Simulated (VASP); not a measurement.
Method: PBEsol GGA, VASP's PBE PAW potentials (set 64) (plane waves; VASP).

VASP ran on this input.

### POSCAR
```
AlGa3N4
1
    5.1361642618     0.0000000000    -0.0005756131
    0.0000000000     3.1615140916     0.0000000000
   -0.0043196225     0.0000000000     5.4709621687
Al Ga N
1 3 4
Direct
  0.0006670793   0.5000000000   0.6674900490
  0.4991170875   0.5000000000   0.3351973672
  0.4990920737   0.0000000000   0.8313011576
  0.9998223426   0.0000000000   0.1661825211
  0.1197423654   0.5000000000   0.3399557539
  0.1177616948   0.0000000000   0.8264452067
  0.6201551690   0.0000000000   0.1661266162
  0.6310421877   0.5000000000   0.6673013283
```

### INCAR
```
! general
SYSTEM  = AlGa3N4
PREC    = Accurate
ENCUT   = 520
LREAL   = .False.   ! projection in real space or not
LASPH   = .True.   ! aspherical one-centre terms

! electronic loop
EDIFF   = 1E-6
NELM    = 100
ALGO    = Normal   ! blocked Davidson
LMAXMIX = 4   ! l cut-off of mixed one-centre charges

! smearing
ISMEAR  = 0
SIGMA   = 0.05   ! width (eV)

! functional
GGA     = PS

! ions
IBRION  = 2   ! conjugate gradients
NSW     = 60   ! most ionic steps
ISIF    = 3   ! ions, shape and volume
EDIFFG  = -0.02   ! ionic stop

! output
LWAVE   = .False.
LCHARG  = .False.
```

### KPOINTS
```
Automatic mesh
0
Gamma
4 6 4
0 0 0
```

POTCAR, in this order: Al Ga_d N (PBE.64 set). Program: vasp_std.

Output

OSZICAR:
```
       N       E                     dE             d eps       ncg     rms          rms(c)
DAV:   1     0.657036733598E+03    0.65704E+03   -0.29030E+04  3107   0.287E+03
DAV:   2     0.535409274594E+02   -0.60350E+03   -0.58113E+03  3277   0.688E+02
DAV:   3    -0.551563366149E+02   -0.10870E+03   -0.10515E+03  3464   0.207E+02
DAV:   4    -0.626864131344E+02   -0.75301E+01   -0.74824E+01  4019   0.570E+01
DAV:   5    -0.628730017795E+02   -0.18659E+00   -0.18620E+00  3736   0.889E+00    0.151E+01
DAV:   6    -0.549167009698E+02    0.79563E+01   -0.30551E+01  5646   0.640E+01    0.463E+00
DAV:   7    -0.551132500504E+02   -0.19655E+00   -0.38910E+00  3323   0.123E+01    0.383E+00
DAV:   8    -0.550552124881E+02    0.58038E-01   -0.58145E-01  4313   0.105E+01    0.997E-01
DAV:   9    -0.550219767102E+02    0.33236E-01   -0.17829E-01  4998   0.707E+00    0.405E-01
DAV:  10    -0.550229157443E+02   -0.93903E-03   -0.14546E-02  3428   0.121E+00    0.182E-01
DAV:  11    -0.550230217207E+02   -0.10598E-03   -0.17053E-03  4329   0.954E-01    0.423E-02
DAV:  12    -0.550230535452E+02   -0.31825E-04   -0.41139E-04  4646   0.432E-01    0.168E-02
DAV:  13    -0.550230684332E+02   -0.14888E-04   -0.13606E-04  3679   0.980E-02    0.112E-02
DAV:  14    -0.550230696954E+02   -0.12622E-05   -0.40997E-06  3487   0.625E-02    0.630E-03
DAV:  15    -0.550230696672E+02    0.28239E-07   -0.20111E-06  2384   0.322E-02
   1 F= -.55023070E+02 E0= -.55023070E+02  d E =-.550231E+02
       N       E                     dE             d eps       ncg     rms          rms(c)
DAV:   1    -0.550344491690E+02   -0.11379E-01   -0.23157E-01  4395   0.823E+00    0.687E-01
DAV:   2    -0.550257427187E+02    0.87065E-02   -0.33479E-02  4424   0.329E+00    0.311E-01
DAV:   3    -0.550233846376E+02    0.23581E-02   -0.51521E-03  4632   0.146E+00    0.749E-02
DAV:   4    -0.550232485400E+02    0.13610E-03   -0.22519E-03  3420   0.321E-01    0.535E-02
DAV:   5    -0.550232379154E+02    0.10625E-04   -0.10851E-04  4118   0.120E-01    0.370E-02
DAV:   6    -0.550232302896E+02    0.76259E-05   -0.30395E-05  3923   0.144E-01    0.814E-03
DAV:   7    -0.550232298900E+02    0.39951E-06   -0.71056E-06  3178   0.863E-02
   2 F= -.55023230E+02 E0= -.55023230E+02  d E =-.160223E-03
       N       E                     dE             d eps       ncg     rms          rms(c)
DAV:   1    -0.550259610200E+02   -0.27307E-02   -0.48690E-02  4387   0.377E+00    0.318E-01
DAV:   2    -0.550241029635E+02    0.18581E-02   -0.71618E-03  4376   0.152E+00    0.144E-01
DAV:   3    -0.550236034149E+02    0.49955E-03   -0.11100E-03  4611   0.666E-01    0.349E-02
DAV:   4    -0.550235727248E+02    0.30690E-04   -0.46538E-04  3394   0.150E-01    0.227E-02
DAV:   5    -0.550235702066E+02    0.25182E-05   -0.23610E-05  4070   0.614E-02    0.154E-02
DAV:   6    -0.550235685427E+02    0.16639E-05   -0.52090E-06  3173   0.673E-02    0.401E-03
DAV:   7    -0.550235683344E+02    0.20838E-06   -0.14873E-06  2108   0.367E-02
   3 F= -.55023568E+02 E0= -.55023568E+02  d E =-.498667E-03
```

OUTCAR:
```
------------------------ aborting loop because EDIFF is reached ----------------------------------------
  FORCE on cell =-STRESS in cart. coord.  units (eV):
  Direction    XX          YY          ZZ          XY          YZ          ZX
  --------------------------------------------------------------------------------------
  Total       -0.0129162     -0.0267737     -0.0241283      0.0000000      0.0000000      0.0056209
  in kB       -0.2322850     -0.4814990     -0.4339228      0.0000000      0.0000000      0.1010861
  external PRESSURE =      -0.3825689 kB  Pullay stress =       0.0000000 kB
  volume of cell :       89.09
      direct lattice vectors                 reciprocal lattice vectors
     5.140687671  0.000000000 -0.000200518     0.194526509  0.000000000  0.000139359
     0.000000000  3.164536013  0.000000000     0.000000000  0.316002092  0.000000000
    -0.003923268  0.000000000  5.476374649     0.000007123  0.000000000  0.182602560
 POSITION                                       TOTAL-FORCE (eV/Angst)
 -----------------------------------------------------------------------------------
      0.00078      1.58227      3.65499         0.000005      0.000000     -0.003948
      2.56452      1.58227      1.83439         0.000001      0.000000     -0.014276
      2.56233      0.00000      4.55324         0.000738      0.000000      0.011950
      5.13869      0.00000      0.91002        -0.004140      0.000000      0.002890
      0.61388      1.58227      1.86216        -0.003573      0.000000     -0.000265
      0.60182      0.00000      4.52570        -0.005186      0.000000      0.000729
      3.18798      0.00000      0.90989         0.010704      0.000000      0.005690
      3.24194      1.58227      3.65441         0.001452      0.000000     -0.002771
 -----------------------------------------------------------------------------------
    total drift:                               -0.001502      0.000000     -0.000684
  FREE ENERGIE OF THE ION-ELECTRON SYSTEM (eV)
  ---------------------------------------------------
  free  energy   TOTEN  =       -55.0235683344 eV

  energy  without entropy=      -55.0235683344  energy(sigma->0) =      -55.02356833

 reached required accuracy - stopping structural energy minimisation
```
(Selected blocks of OUTCAR.)

**CONTCAR**
```
AlGa3N4
   1.00000000000000
     5.1406876705890241    0.0000000000000000   -0.0002005175075397
     0.0000000000000000    3.1645360132555433    0.0000000000000000
    -0.0039232677447757    0.0000000000000000    5.4763746486402400
  Al              Ga              N
     1     3     4
Direct
     0.0006614820302654    0.5000000000000000    0.6674104039269962
     0.4991231092657757    0.5000000000000000    0.3349825446826183
     0.4990753646183045    0.0000000000000000    0.8314522700427902
     0.9997379902594600    0.0000000000000000    0.1662084185285543
     0.1196758080883796    0.5000000000000000    0.3400388996515971
     0.1177004724328107    0.0000000000000000    0.8264078320736636
     0.6202741804794709    0.0000000000000000    0.1661716501626331
     0.6311515928255270    0.5000000000000000    0.6673279809311543
```

The structure comes from a computed database's AlGa3N4 entry (Pm); how it stands against other phases isn't given here. This run relaxes it. Symmetry was kept, so distortions that lower it aren't found. The start is the result of an earlier pass.
